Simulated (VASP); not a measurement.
Method: rev-vdW-DF2, VASP's PBE PAW potentials (set 64) (plane waves; VASP).

A VASP calculation is set up with these files.

### KPOINTS
```
Automatic mesh
0
Gamma
9 9 9
0 0 0
```

INCAR:
```
AGGAC  =  0.0
ALGO  =  Normal
EDIFF  =  1E-7
ENCUT  =  520
GGA  =  MK
ISIF  =  2
ISMEAR  =  0
LASPH  =  .TRUE.
LCHARG  =  .FALSE.
LREAL  =  .FALSE.
LUSE_VDW  =  .TRUE.
LWAVE  =  .FALSE.
NELM  =  100
PARAM1  =  0.1234568
PARAM2  =  0.7114
PREC  =  Accurate
SIGMA  =  0.05
SYSTEM  =  KF
ZAB_VDW  =  -1.8867
```

### POSCAR
```
KF
1
    0.0000000000     2.6437397572     2.6437397572
    2.6437397572     0.0000000000     2.6437397572
    2.6437397572     2.6437397572     0.0000000000
K F
1 1
Direct
  0.0000000000   0.0000000000   0.0000000000
  0.5000000000   0.5000000000   0.5000000000
```

POTCAR, in this order: K_sv F (PBE.64 set). Program: vasp_std.

Predict the energy per atom (σ→0), pressure, band gap (on the k-mesh).

```json
{
 "energy per atom (σ→0)": "-2.417 eV/atom",
 "band gap (on the k-mesh)": "6.22 eV",
 "pressure": "1.03 GPa"
}
```

### OSZICAR
```
...
DAV:   8    -0.483349001255E+01    0.15391E-01   -0.51773E-02   892   0.267E+00    0.201E-01
DAV:   9    -0.483423820843E+01   -0.74820E-03   -0.57809E-03  1236   0.620E-01    0.111E-01
DAV:  10    -0.483443023903E+01   -0.19203E-03   -0.58968E-04   960   0.259E-01    0.485E-02
DAV:  11    -0.483447697141E+01   -0.46732E-04   -0.15258E-04   932   0.112E-01    0.180E-02
DAV:  12    -0.483446956172E+01    0.74097E-05   -0.39999E-05  1076   0.553E-02    0.556E-03
DAV:  13    -0.483446884465E+01    0.71708E-06   -0.21566E-06   968   0.160E-02    0.222E-03
DAV:  14    -0.483446878697E+01    0.57679E-07   -0.27006E-07   992   0.458E-03
   1 F= -.48344688E+01 E0= -.48344688E+01  d E =-.831245E-16
```

The compound is KF in the rock salt structure. This cell is one point of a volume scan, at 0.97 of the reference volume.
